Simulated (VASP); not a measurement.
Take BeSe (zinc blende), with a static lattice, in VASP with PAW potentials, and its bulk modulus.

Task: One run gives 77.2 GPa. Which level is it?
A) RPBE
B) rev-vdW-DF2
C) PBE0
D) PBE-D3(BJ)

Result: B, rev-vdW-DF2.  The others give 81.5 (PBE0), 81.5 (PBE-D3(BJ)), 70.6 (RPBE).

Only levels that ran to the end are used. Left out are those held back, those with too coarse a band path, GW runs whose mesh misses a band edge, hybrids' fits of cells that aren't cubic and levels without matching references; a question may draw on a part of the rest.

The compound is BeSe in the zinc blende structure.
